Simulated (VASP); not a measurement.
An input for Quantum ESPRESSO's pw.x (written as the equivalent of a VASP run, and not itself run):

```
&CONTROL
  calculation = 'vc-relax'
  pseudo_dir = './pseudo'
  outdir = './out'
  tprnfor = .true.
  tstress = .true.
  nstep = 30
  forc_conv_thr = 0.00039
/
&SYSTEM
  ibrav = 0
  nat = 3
  ntyp = 2
  ecutwfc = 70
  occupations = 'smearing'
  smearing = 'gaussian'
  degauss = 0.003675
  input_dft = 'rpbe'
/
&ELECTRONS
  conv_thr = 7.3e-09
  electron_maxstep = 100
/
&IONS
/
&CELL
  cell_dofree = 'shape'
/
ATOMIC_SPECIES
  Pb 207.200 Pb.upf
  I 126.904 I.upf
CELL_PARAMETERS angstrom
     2.4191938   -4.1901668    0.0000000
     2.4191938    4.1901668    0.0000000
     0.0000000    0.0000000    8.8009831
ATOMIC_POSITIONS crystal
  Pb   0.0000000  0.0000000  0.0000000
  I    0.3333330  0.6666670  0.2127639
  I    0.6666670  0.3333330  0.7872361
K_POINTS automatic
  6 6 3 0 0 0
```

Task: Write the VASP files for the same calculation (RPBE).

Result: One answer among several that fit: 
File KPOINTS:
```
Automatic mesh
0
Gamma
6 6 3
0 0 0
```

POSCAR:
```
PbI2
1
    2.4191938014    -4.1901667610     0.0000000000
    2.4191938014     4.1901667610     0.0000000000
    0.0000000000     0.0000000000     8.8009831000
Pb I
1 2
Direct
  0.0000000000   0.0000000000   0.0000000000
  0.3333330000   0.6666670000   0.2127638955
  0.6666670000   0.3333330000   0.7872361045
```

### INCAR
```
# general
SYSTEM  = PbI2
PREC    = Accurate
ENCUT   = 520
LREAL   = .False.   # projection in real space or not
LASPH   = .True.   # aspherical one-centre terms

# electronic loop
EDIFF   = 1E-7   # SCF stop (eV)
NELM    = 100   # most electronic steps
ALGO    = Normal   # blocked Davidson
LMAXMIX = 4   # l cut-off of mixed one-centre charges

# smearing
ISMEAR  = 0   # Gaussian
SIGMA   = 0.05

# functional
GGA     = RP   # RPBE

# ions
IBRION  = 2
NSW     = 30   # most ionic steps
ISIF    = 4   # ions and shape, fixed volume
EDIFFG  = -0.01   # ionic stop

# output
LWAVE   = .False.
LCHARG  = .False.
```

POTCAR, in this order: Pb_d I (PBE.64 set). Program: vasp_std.

The two are equivalent in intent, not identical: the potentials are each code's own (VASP's PAW set, PseudoDojo norm-conserving files in pw.x), so ENCUT and ecutwfc are chosen apart and not converted; conv_thr bounds pw.x's estimated SCF error, while EDIFF bounds the energy change between steps; forc_conv_thr acts on force components and is met together with etot_conv_thr.

The compound is PbI2 in the 1T layered structure. This cell is one point of a volume scan, at 1.03 of the reference volume. Symmetry was kept, so distortions that lower it aren't found.
